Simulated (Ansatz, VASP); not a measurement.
# Cross-check of Ta (Ta(100)) between VASP and Ansatz, part 2 of 2

One calculation is typed for both programs; each brings its own data sets. How far apart do they land? Of the first pair: The structure shown is the start of the Ansatz relaxation below; VASP solves that cell, so the two are compared at the walk's first step.

VASP 6.6.1 and Ansatz 0.2.0.

So far: The starting structure; Ansatz: relaxation, RPBE; VASP: single point, RPBE, start cell, pair 1.

## Step 3: VASP: single point, RPBE, start cell, pair 1 (continued)

Level of this step: RPBE; plane waves and PAW (Ta_pv) (VASP).

Numbers of over 12 decimals in the logs are rounded to 6 here.

OUTCAR, selected parts (step 3):

```text
ion  position               nearest neighbor table
   1  0.000  0.000  0.366-   2 2.87   2 2.87   2 2.87   2 2.87   3 3.31
   2  0.500  0.500  0.433-   3 2.87   3 2.87   3 2.87   3 2.87   1 2.87   1 2.87   1 2.87   1 2.87
                             4 3.31
   3  0.000  0.000  0.500-   2 2.87   4 2.87   2 2.87   4 2.87   2 2.87   4 2.87   2 2.87   4 2.87
                             1 3.31   5 3.31
   4  0.500  0.500  0.567-   3 2.87   3 2.87   3 2.87   3 2.87   5 2.87   5 2.87   5 2.87   5 2.87
                             2 3.31
   5  0.000  0.000  0.634-   4 2.87   4 2.87   4 2.87   4 2.87   3 3.31

  LATTYP: Found a simple tetragonal cell.
 ALAT       =     3.3100000000
 C/A-ratio  =     7.4380664653

 Subroutine GETGRP returns: Found 16 space group operations
 (whereof 16 operations were pure point group operations)

The static configuration has the point symmetry D_4h.

 Found     15 irreducible k-points:

   k-points           NKPTS =     15   k-points in BZ     NKDIM =     15   number of bands    NBANDS=     34

   dimension x,y,z NGX =    24 NGY =   24 NGZ =  162
   dimension x,y,z NGXF=    48 NGYF=   48 NGZF=  324

   ENCUT  =  400.0 eV  29.40 Ry    5.42 a.u.   5.40  5.40 40.15*2*pi/ulx,y,z

   NELECT =      55.0000    total number of electrons

 k-points in reciprocal lattice and weights: Automatic mesh
   0.00000000  0.00000000  0.00000000       0.012
   0.11111111  0.00000000  0.00000000       0.049
   0.22222222  0.00000000  0.00000000       0.049
   0.33333333  0.00000000  0.00000000       0.049
   0.44444444  0.00000000  0.00000000       0.049
   0.11111111  0.11111111  0.00000000       0.049
   0.22222222  0.11111111  0.00000000       0.099
   0.33333333  0.11111111  0.00000000       0.099
   0.44444444  0.11111111  0.00000000       0.099
[...]
0.44444444  0.33333333  0.00000000       0.099
   0.44444444  0.44444444  0.00000000       0.049

 dipolmoment           0.000000      0.000000      0.000000 electrons x Angstroem

 average (electrostatic) potential at core
       1 -43.7684       2 -42.7543       3 -42.6661       4 -42.7543       5 -43.7684

 E-fermi :  -0.3990

 k-point     1 :       0.0000    0.0000    0.0000
  band No.  band energies     occupation
    ...
     21      -3.5302      2.00000
     22      -3.1974      2.00000
     23      -1.6626      1.99999
     24      -0.5831      1.72596
     25      -0.4166      1.08734
     26       0.0718      0.01787
     27       0.0718      0.01787
     28       0.0943      0.01431
     29       0.0943      0.01431
     30       0.3492      0.00112
    ...

 k-point     2 :       0.1111    0.0000    0.0000
  band No.  band energies     occupation
    ...
     22      -3.0220      2.00000
     23      -1.6856      1.99999
     24      -0.7267      1.92721
     25      -0.4656      1.32096
     26      -0.3382      0.70495
     27      -0.2123      0.26761
     28      -0.1807      0.20250
     29       0.2474      0.00311
     30       0.2843      0.00215
     31       0.4130      0.00059
    ...

 k-point     3 :       0.2222    0.0000    0.0000
  band No.  band energies     occupation
    ...
     23      -1.4764      1.99996
     24      -1.0108      1.99560
     25      -0.9054      1.98744
     26      -0.8826      1.98423
     27      -0.6373      1.83101
     28      -0.2348      0.32426
     29      -0.0090      0.03968
     30       0.0771      0.01696
     31       0.6264      0.00007
     32       0.8020      0.00001
    ...

  Total       -3.9749104     -3.9749104     -2.5109268      0.0000000      0.0000000      0.0000000
  in kB      -23.6098860    -23.6098860    -14.9142217      0.0000000      0.0000000      0.0000000
  external PRESSURE =     -20.7113312 kB  Pullay stress =       0.0000000 kB

  energy-cutoff  :      400.00
  volume of cell :      269.74
      direct lattice vectors                 reciprocal lattice vectors
     3.310000000  0.000000000  0.000000000     0.302114804  0.000000000  0.000000000
     0.000000000  3.310000000  0.000000000     0.000000000  0.302114804  0.000000000
     0.000000000  0.000000000 24.620000000     0.000000000  0.000000000  0.040617384

 POSITION                                       TOTAL-FORCE (eV/Angst)
 -----------------------------------------------------------------------------------
      0.00000      0.00000      9.00000         0.000000      0.000000      1.092965
      1.65500      1.65500     10.65500         0.000000      0.000000     -1.446837
      0.00000      0.00000     12.31000         0.000000     -0.000000      0.000000
      1.65500      1.65500     13.96500         0.000000     -0.000000      1.446837
      0.00000      0.00000     15.62000         0.000000     -0.000000     -1.092965
 -----------------------------------------------------------------------------------
    total drift:                                0.000000      0.000000      0.000000

  FREE ENERGIE OF THE ION-ELECTRON SYSTEM (eV)
  ---------------------------------------------------
  free  energy   TOTEN  =       -53.1802784329 eV

  energy  without entropy=      -52.9985935146  energy(sigma->0) =      -53.08943597

 vacuum level on the upper side and lower side of the slab         3.421         3.421

 total charge
# of ion       s       p       d       tot
------------------------------------------
    1        0.373   6.067   2.250   8.690
    2        0.373   6.176   2.344   8.893
    3        0.368   6.181   2.355   8.903
    4        0.373   6.176   2.344   8.893
    5        0.373   6.067   2.250   8.690
--------------------------------------------------
tot          1.860  30.667  11.543  44.070

[... 3 further parts left out ...]
```

This run has no spin polarisation. Its electron count is odd, so without a moment it is a metal by construction. The PAW data sets were made with PBE, which is usual practice but a small mismatch for other functionals.

## Step 4: Comparison

Known differences besides the potentials themselves: the data sets hold 65 valence electrons in Ansatz (on its default PAW (the set named soft_2) files) and 55 in VASP; the cutoff is 420 eV in Ansatz and 400 eV in VASP; Ansatz makes its cores anew for this functional, VASP keeps those of its PBE data sets. Total energies have different zeros and are not compared.

Forces (eV/Å; atoms numbered as in POSCAR):

```csv
atom,"Ansatz x, y, z","VASP x, y, z"
Ta1,"0.000, 0.000, 1.092","0.000, 0.000, 1.093"
Ta2,"0.000, 0.000, -1.437","0.000, 0.000, -1.447"
Ta3,"0.000, 0.000, 0.000","0.000, 0.000, 0.000"
Ta4,"0.000, 0.000, 1.437","0.000, 0.000, 1.447"
Ta5,"0.000, 0.000, -1.092","0.000, 0.000, -1.093"
```

The forces differ by 3.6 meV/Å r.m.s., which is 0.5 % of the r.m.s. force of 0.662 eV/Å (both taken over all components). Where the cell holds vacuum, a pressure given here is an average over it and none of the material.

## Step 5: Ansatz: relaxation, RPBE

This run makes the geometry at which the two programs are then compared.

The structure compared here is the end of the Ansatz relaxation.

This is the run of step 2 again, met here at its other cell.

## Step 6: VASP: single point, RPBE, relaxed atoms in a fixed cell, pair 2

The same cell, functional, mesh and smearing now go to VASP, with its own data sets.

The input, INCAR:

```
SYSTEM = Ta
PREC = Accurate
ENCUT = 400
EDIFF = 1E-06
NELM = 120
ISMEAR = -1
SIGMA = 0.1
LREAL = .FALSE.
ALGO = Normal
GGA = RP
NBANDS = 34
LASPH = .TRUE.
LORBIT = 11
LWAVE = .FALSE.
LCHARG = .FALSE.
ISIF = 2
LDIPOL = .TRUE.
IDIPOL = 3
DIPOL = 0.5 0.5 0.501
LVHAR = .TRUE.
GGA_COMPAT = .FALSE.
NELMDL = -8
KPAR = 4
```

The input, POSCAR:

```
Ta
1.0
    3.3100000000      0.0000000000      0.0000000000
    0.0000000000      3.3100000000      0.0000000000
    0.0000000000      0.0000000000     24.6200000000
Ta
5
Direct
    0.0000000000      0.0000000000      0.3655564582
    0.5000000000      0.5000000000      0.4327782291
    0.0000000000      0.0000000000      0.5014754102
    0.5000000000      0.5000000000      0.5708921193
    0.0000000000      0.0000000000      0.6306441737
```

The input, KPOINTS:

```
Automatic mesh
0
Gamma
9 9 1
0 0 0
```

The projector-augmented-wave data sets are Ta_pv (PBE family, release 64).

The run is started by

```console
mpirun -np 4 vasp_std
```

The log of the run:

```text
[banner, memory and clock lines left out]
running    4 mpi-ranks, on    1 nodes
[...]
[... a notice as in an earlier step ...]

 LDA part: xc-table for (Slater+PW92), standard interpolation
 POSCAR, INCAR and KPOINTS ok, starting setup
[...]
entering main loop
       N       E                     dE             d eps       ncg     rms          rms(c)
DAV:   1     0.376554578801E+03    0.37655E+03   -0.27961E+04  1356   0.114E+03
DAV:   2    -0.398172326936E+02   -0.41637E+03   -0.40924E+03  1202   0.332E+02
DAV:   3    -0.586985020687E+02   -0.18881E+02   -0.18428E+02  1294   0.614E+01
DAV:   4    -0.595616090078E+02   -0.86311E+00   -0.85252E+00  1552   0.106E+01
[...]
DAV:  29    -0.533040401941E+02   -0.20263E-05   -0.58816E-07   760   0.216E-03    0.111E-03
DAV:  30    -0.533040416251E+02   -0.14309E-05   -0.27193E-07   684   0.200E-03    0.568E-04
DAV:  31    -0.533040425353E+02   -0.91023E-06   -0.21028E-07   704   0.157E-03
   1 F= -.53304043E+02 E0= -.53221526E+02  d E =-.165034E+00
```

From OUTCAR (step 6):

```text
  Total       -2.4229869     -2.4229869     -1.9966239      0.0000000      0.0000000      0.0000000
  in kB      -14.3918830    -14.3918830    -11.8594028      0.0000000      0.0000000      0.0000000
  external PRESSURE =     -13.5477230 kB  Pullay stress =       0.0000000 kB

 POSITION                                       TOTAL-FORCE (eV/Angst)
 -----------------------------------------------------------------------------------
      0.00000      0.00000      9.00000         0.000000     -0.000000      1.164978
      1.65500      1.65500     10.65500         0.000000      0.000000     -1.165275
      0.00000      0.00000     12.34632         0.000000     -0.000000      0.001642
      1.65500      1.65500     14.05536        -0.000000      0.000000      0.000440
      0.00000      0.00000     15.52646         0.000000      0.000000     -0.001785
 -----------------------------------------------------------------------------------
    total drift:                                0.000000     -0.000000      0.000239

  FREE ENERGIE OF THE ION-ELECTRON SYSTEM (eV)
  ---------------------------------------------------
  free  energy   TOTEN  =       -53.3040425353 eV

  energy  without entropy=      -53.1390089805  energy(sigma->0) =      -53.22152576

[... 2 parts as in an earlier step ...]

[... 1 further part left out ...]
[key lines of the parts left out:]
E-fermi :  -0.3692
```

## Step 7: Side by side

What differs besides the data sets and the points named for the pairs above, as far as they apply: the data sets hold 65 valence electrons in Ansatz (on its default PAW (the set named soft_2) files) and 55 in VASP. Total energies have different zeros and are not compared.

Compared:

```csv
quantity,Ansatz,VASP,difference
"work function, lower of the two faces (eV)",3.65,3.65,0.00
"work function, higher of the two faces (eV)",3.84,3.84,0.00
```

Forces (eV/Å; atoms numbered as in POSCAR):

```csv
atom,"Ansatz x, y, z","VASP x, y, z"
Ta1,"0.000, 0.000, 1.164","0.000, 0.000, 1.165"
Ta2,"0.000, 0.000, -1.157","0.000, 0.000, -1.165"
Ta3,"0.000, 0.000, 0.003","0.000, 0.000, 0.002"
Ta4,"0.000, 0.000, -0.003","0.000, 0.000, 0.000"
Ta5,"0.000, 0.000, -0.006","0.000, 0.000, -0.002"
```

The forces differ by 2.6 meV/Å r.m.s., which is 0.6 % of the r.m.s. force of 0.425 eV/Å (both taken over all components). Where the cell holds vacuum, a pressure given here is an average over it and none of the material.

## Step 8: Outcome

| Property | Result |
| --- | --- |
| r.m.s. force difference (single point, RPBE, start cell, pair 1) | 0.54 % of the r.m.s. force |
| r.m.s. force difference (single point, RPBE, relaxed atoms in a fixed cell, pair 2) | 0.61 % of the r.m.s. force |

**Reading.** The r.m.s. force difference is 0.61 % of the r.m.s. force (single point, RPBE, relaxed atoms in a fixed cell, pair 2), within the 3 % picked in this series as the mark of a large difference. The data sets hold unlike numbers of valence electrons (65 in Ansatz and 55 in VASP), so part of the differences may come from the potentials. How closely two codes agree says nothing of how well the functional describes the real material.

[Lines on the potential files, build, host, timing and source positions are cut from VASP's logs without a mark.]

[Logs are printed without paths, hosts, clocks, repeated set-up lines and the standing remarks that a program may print on its own settings, such as how far it seeks lower states.]

[Hosts, paths, dates, database ids (printed as entryN), source tags and the programs' standing remarks are cut or masked in the printed files.]
